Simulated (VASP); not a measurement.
**Nb2SnSe: single point with r2SCAN**

The system is Nb2SnSe.

```xyz
8
Lattice="3.2286 0.0000 0.0000 -1.6143 2.7961 0.0000 0.0000 0.0000 16.9196" Properties=species:S:1:pos:R:3 pbc="T T T"
Nb    0.0000    1.8640    6.0919
Nb    0.0000    1.8640    2.3680
Nb    1.6143    0.9320   14.5517
Nb    1.6143    0.9320   10.8278
Sn    0.0000    0.0000    8.4598
Sn    0.0000    0.0000    0.0000
Se    1.6143    0.9320    4.2299
Se    0.0000    1.8640   12.6897
```

The cell was built by a generator and needn't be a form met in nature.

| Property | Result |
| --- | --- |
| Program | VASP 6.6.1 |
| Task | single point |
| Functional | r2SCAN |
| Potentials or basis | VASP PAW PBE potentials, release 64 (Nb_sv, Sn_d, Se) |
| Cutoff | 520 eV |
| k mesh | 10 × 10 × 2 |
| Occupations | gaussian, width 0.1 eV |
| Spin | no spin polarisation |
| Further INCAR settings | ALGO = Normal; EDIFF = 1e-06 |

```
Pressure               : -0.8 GPa
Largest force          : 0.045 eV/Å
Band gap on the k mesh : none (metal or under the smearing width)
```

Forces on the atoms (eV/Å):
```
Nb   0.000  0.000 -0.045
Nb   0.000  0.000  0.045
Nb   0.000  0.000 -0.045
Nb   0.000  0.000  0.045
Sn   0.000  0.000  0.000
Sn   0.000  0.000  0.000
Se   0.000  0.000  0.000
Se   0.000  0.000  0.000
```

Stress tensor (GPa, compression positive):
```
-0.90  0.00  0.00
 0.00 -0.90  0.00
 0.00  0.00 -0.46
```

Levels at points of the mesh, in eV from the Fermi level:
| k point | band 44 | band 45 | band 46 | band 47 | band 48 | band 49 |
| --- | --- | --- | --- | --- | --- | --- |
| (0.00, 0.00, 0.00) | -0.40 | -0.32 | -0.32 | 0.43 | 0.43 | 0.44 |
| (0.50, 0.00, 0.00) | -1.96 | 0.14 | 0.25 | 0.64 | 0.73 | 1.80 |
| (0.00, 0.00, 0.50) | -0.36 | -0.36 | -0.36 | 0.43 | 0.43 | 0.43 |
| (0.50, 0.00, 0.50) | -2.08 | 0.37 | 0.37 | 0.41 | 0.41 | 2.41 |

Wall time 8.8 min on 4 MPI ranks on Intel(R) Xeon(R) Platinum 8375C CPU @ 2.90GHz (Ice Lake), with other jobs on the host, peak memory 0.43 GiB a rank.

Caveat: the PAW data sets were made with another functional, which shifts forces and pressure a little.
